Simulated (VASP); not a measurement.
Computed with AM05 GGA, VASP's PBE PAW potentials (set 64) (plane waves; VASP).

Input for VASP

File KPOINTS:
```
Automatic mesh
0
G
  8 8 5
0 0 0
```

### INCAR
```
SYSTEM = SiC
PREC = Accurate
ENCUT = 520
EDIFF = 1E-7
NELM = 100
ALGO = Normal
LREAL = .FALSE.
LASPH = .TRUE.
ISMEAR = 0
SIGMA = 0.05
GGA = AM
LWAVE = .FALSE.
LCHARG = .FALSE.
ISIF = 4
IBRION = 2
NSW = 30
EDIFFG = -0.01
```

**POSCAR**
```
SiC
1.0
  1.5527942636  -2.6895183133   0.0000000000
  1.5527942636   2.6895183133   0.0000000000
  0.0000000000   0.0000000000   5.0981199615
Si C
2 2
Cart
  1.5527942636  -0.8965078974   2.5470092238
  1.5527942636   0.8965078974   5.0960692045
  1.5527942636  -0.8965078974   4.4629057233
  1.5527942636   0.8965078974   1.9138457426
```

POTCAR, in this order: Si C (PBE.64 set). Program: vasp_std.

The resulting files:

### OUTCAR
```
 ion  position               nearest neighbor table
   1  0.667  0.333  0.500-   4 1.90   4 1.90   4 1.90   3 1.92   2 3.12   2 3.12   2 3.12   2 3.12
                             2 3.12   2 3.12
   2  0.333  0.667  1.000-   3 1.90   3 1.90   3 1.90   4 1.92   1 3.12   1 3.12   1 3.12   1 3.12
                             1 3.12   1 3.12
   3  0.667  0.333  0.875-   2 1.90   2 1.90   2 1.90   1 1.92
   4  0.333  0.667  0.375-   1 1.90   1 1.90   1 1.90   2 1.92
  LATTYP: Found a hexagonal cell.
 ALAT       =     3.1055883151
 C/A-ratio  =     1.6415955511
 Subroutine PRICEL returns:
 Original cell was already a primitive cell.
 Subroutine GETGRP returns: Found 12 space group operations
The static configuration has the point symmetry C_3v.
 The point group associated with its full space group is C_6v.
The dynamic configuration has the point symmetry C_3v.
 Subroutine INISYM returns: Found 12 space group operations
 Subroutine IBZKPT returns following result:
 Found     30 irreducible k-points:

 Following reciprocal coordinates:
            Coordinates               Weight
  0.000000  0.000000  0.000000      1.000000
  0.125000 -0.000000  0.000000      6.000000
  0.250000 -0.000000  0.000000      6.000000
  0.375000 -0.000000  0.000000      6.000000
  0.500000 -0.000000  0.000000      3.000000
  0.125000  0.125000  0.000000      6.000000
  0.250000  0.125000  0.000000     12.000000
  0.375000  0.125000  0.000000     12.000000
  0.250000  0.250000  0.000000      6.000000
  0.375000  0.250000  0.000000      6.000000
  0.000000  0.000000  0.200000      2.000000
  0.125000 -0.000000  0.200000     12.000000
  0.250000 -0.000000  0.200000     12.000000
  0.375000 -0.000000  0.200000     12.000000
  0.500000 -0.000000  0.200000      6.000000
  0.125000  0.125000  0.200000     12.000000
  0.250000  0.125000  0.200000     24.000000
  0.375000  0.125000  0.200000     24.000000
  0.250000  0.250000  0.200000     12.000000
  0.375000  0.250000  0.200000     12.000000
  0.000000  0.000000  0.400000      2.000000
  0.125000 -0.000000  0.400000     12.000000
  0.250000 -0.000000  0.400000     12.000000
  0.375000 -0.000000  0.400000     12.000000
  0.500000 -0.000000  0.400000      6.000000
  0.125000  0.125000  0.400000     12.000000
  0.250000  0.125000  0.400000     24.000000
  0.375000  0.125000  0.400000     24.000000
  0.250000  0.250000  0.400000     12.000000
  0.375000  0.250000  0.400000     12.000000
   k-points           NKPTS =     30   k-points in BZ     NKDIM =     30   number of bands    NBANDS=     12
   number of dos      NEDOS =    301   number of ions     NIONS =      4
   total plane-waves  NPLWV =  23040
   dimension x,y,z NGX =    24 NGY =   24 NGZ =   40
   dimension x,y,z NGXF=    48 NGYF=   48 NGZF=   80
   ions per type =               2   2
   PREC   = accura    normal or accurate (medium, high low for compatibility)
   ISTART =      0    job   : 0-new  1-cont  2-samecut
   ICHARG =      2    charge: 1-file 2-atom 10-const
   ISPIN  =      1    spin polarized calculation?
   LNONCOLLINEAR =      F non collinear calculations
   LSORBIT =      F    spin-orbit coupling
   INIWAV =      1    electr: 0-lowe 1-rand  2-diag
   ENCUT  =  520.0 eV  38.22 Ry    6.18 a.u.   5.77  5.77  9.48*2*pi/ulx,y,z
   NELM   =    100;   NELMIN=  2; NELMDL= -5     # of ELM steps
   EDIFF  = 0.1E-06   stopping-criterion for ELM
   LREAL  =      F    real-space projection
   NLSPLINE    = F    spline interpolate recip. space projectors
   LMAXMIX     =    2 max onsite mixed and CHGCAR
   VOSKOWN=      0    Vosko Wilk Nusair interpolation
   EDIFFG = -.1E-01   stopping-criterion for IOM
   NSW    =     30    number of steps for IOM
   NBLOCK =      1;   KBLOCK =     30    inner block; outer block
...
```

File OSZICAR:
```
       N       E                     dE             d eps       ncg     rms          rms(c)
DAV:   1     0.364153667245E+02    0.36415E+02   -0.73558E+03   720   0.118E+03
DAV:   2    -0.313488230758E+02   -0.67764E+02   -0.62820E+02  1052   0.192E+02
DAV:   3    -0.344246255336E+02   -0.30758E+01   -0.30616E+01   952   0.402E+01
DAV:   4    -0.344608774812E+02   -0.36252E-01   -0.36218E-01   872   0.513E+00
DAV:   5    -0.344615496610E+02   -0.67218E-03   -0.67199E-03   944   0.657E-01    0.121E+01
DAV:   6    -0.312632926335E+02    0.31983E+01   -0.92713E+00   896   0.191E+01    0.561E+00
DAV:   7    -0.311591387073E+02    0.10415E+00   -0.80727E-01   916   0.592E+00    0.237E+00
DAV:   8    -0.311375927530E+02    0.21546E-01   -0.46014E-02   840   0.158E+00    0.513E-01
DAV:   9    -0.311363662571E+02    0.12265E-02   -0.62657E-03   884   0.595E-01    0.148E-01
DAV:  10    -0.311366693153E+02   -0.30306E-03   -0.55713E-04   872   0.181E-01    0.494E-02
DAV:  11    -0.311366911039E+02   -0.21789E-04   -0.97474E-05   860   0.785E-02    0.805E-03
DAV:  12    -0.311366915422E+02   -0.43826E-06   -0.32600E-06   888   0.147E-02    0.271E-03
DAV:  13    -0.311366918454E+02   -0.30318E-06   -0.46451E-07   876   0.569E-03    0.224E-03
DAV:  14    -0.311366918650E+02   -0.19630E-07   -0.46336E-08   568   0.169E-03
   1 F= -.31136692E+02 E0= -.31136692E+02  d E =-.311367E+02
```

### OUTCAR
```
------------------------ aborting loop because EDIFF is reached ----------------------------------------
  FORCE on cell =-STRESS in cart. coord.  units (eV):
  Direction    XX          YY          ZZ          XY          YZ          ZX
  --------------------------------------------------------------------------------------
  Total       -1.6383853     -1.6383850     -1.6934631      0.0000000     -0.0000000      0.0000000
  in kB      -61.6450424    -61.6450312    -63.7173717      0.0000000     -0.0000000      0.0000000
  external PRESSURE =     -62.3358151 kB  Pullay stress =       0.0000000 kB
  volume of cell :       42.58
      direct lattice vectors                 reciprocal lattice vectors
     1.552794264 -2.689518313  0.000000000     0.322000159 -0.185906895  0.000000000
     1.552794264  2.689518313  0.000000000     0.322000159  0.185906895  0.000000000
     0.000000000  0.000000000  5.098119962     0.000000000  0.000000000  0.196150739
  FREE ENERGIE OF THE ION-ELECTRON SYSTEM (eV)
  ---------------------------------------------------
  free  energy   TOTEN  =       -31.1366918650 eV

  energy  without entropy=      -31.1366918650  energy(sigma->0) =      -31.13669186

 reached required accuracy - stopping structural energy minimisation
```
(Selected blocks of OUTCAR.)

The compound is SiC in the wurtzite structure, the rare 2H polytype. This cell is one point of a volume scan, at 1.03 of the reference volume.
